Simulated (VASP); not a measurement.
Given:

```xyz
3
Lattice="0.0000 2.4844 2.4844 2.4844 0.0000 2.4844 2.4844 2.4844 0.0000" Properties=species:S:1:pos:R:3 pbc="T T T"
Hf     0.0000     0.0000     0.0000
O      1.2422     1.2422     1.2422
O      3.7267     3.7267     3.7267
```

These are PBE GGA, VASP's PBE PAW potentials (set 64) (plane waves; VASP 6.6.1) values and carry that method's errors. Settings: 520 eV cut-off, 9×9×9 Γ-centred mesh, Gaussian smearing of 0.050 eV, potentials Hf_pv O.

Question: Estimate the energy per atom (σ→0), pressure.

Answer: 
* **energy per atom (σ→0)**: -10047 meV/atom
* **pressure**: 17.81 GPa

Total energies compare only between runs with the same potentials, cut-off and functional.

The compound is HfO2 in the fluorite structure, the high-temperature cubic form, which is unstable at 0 K; the monoclinic form is the stable one. This cell is one point of a volume scan, at 0.94 of the reference volume.
